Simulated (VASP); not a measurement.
Calculation: PBE GGA with spin-orbit coupling, VASP's PBE PAW potentials (set 64) (plane waves; VASP).

Input for VASP

**INCAR**
```
# general
SYSTEM        = Rb
PREC          = Accurate
ENCUT         = 300   # plane-wave cut-off (eV)
LREAL         = .False.   # projection in real space or not
LASPH         = .True.   # aspherical one-centre terms

# electronic loop
EDIFF         = 1E-6   # SCF stop (eV)
NELM          = 100
ALGO          = Normal   # blocked Davidson
LMAXMIX       = 4

# smearing
ISMEAR        = -1
SIGMA         = 0.05   # width (eV)

# functional
GGA           = PE   # PBE
GGA_COMPAT    = .False.

# spin
MAGMOM        = 3*0.0
LSORBIT       = .True.
LNONCOLLINEAR = .True.

# ions
ISIF          = 2

# output
LWAVE         = .False.
LCHARG        = .False.
LORBIT        = 11   # lm-projected
```

File POSCAR:
```
Rb
1
   -2.8250000000     2.8250000000     2.8250000000
    2.8250000000    -2.8250000000     2.8250000000
    2.8250000000     2.8250000000    -2.8250000000
Rb
1
Direct
  0.0000000000   0.0000000000   0.0000000000
```

File KPOINTS:
```
Automatic mesh
0
Gamma
11 11 11
0 0 0
```

POTCAR, in this order: Rb_sv (PBE.64 set). Program: vasp_ncl.

Task: Predict the energy per atom (σ→0), band gap (on the k-mesh).

Result: 
| Property | Value |
|---|---|
| energy per atom (σ→0) | -0.963 eV/atom |
| band gap (on the k-mesh) | none (metal, semimetal or under 0.01 eV) |

**OSZICAR**
```
...
DAV:   5    -0.965299925422E+00   -0.25850E-02   -0.25850E-02  2672   0.686E-01    0.179E+00
DAV:   6    -0.965738097243E+00   -0.43817E-03   -0.16584E-03  2472   0.317E-01    0.108E+00
DAV:   7    -0.966087176033E+00   -0.34908E-03   -0.47610E-04  2688   0.158E-01    0.630E-01
DAV:   8    -0.966613459096E+00   -0.52628E-03   -0.11171E-03  2184   0.248E-01    0.344E-02
DAV:   9    -0.966681706985E+00   -0.68248E-04   -0.56947E-05  2272   0.622E-02    0.155E-02
DAV:  10    -0.966690129232E+00   -0.84222E-05   -0.78120E-06  2560   0.230E-02    0.457E-03
DAV:  11    -0.966689697880E+00    0.43135E-06   -0.87740E-07  1872   0.739E-03
   1 F= -.96668970E+00 E0= -.96344681E+00  d E =-.648577E-02  mag=    -0.0000    -0.0000    -0.0000
```

The structure is a typed Rb crystal (Im-3m). The cell was not relaxed at this level. The run is one of a series of settings (GGA_COMPAT = .FALSE., LNONCOLLINEAR = .TRUE., LSORBIT = .TRUE., MAGMOM = 0.0 0.0 0.0, program vasp_ncl against the base run), some of them coarse on purpose.
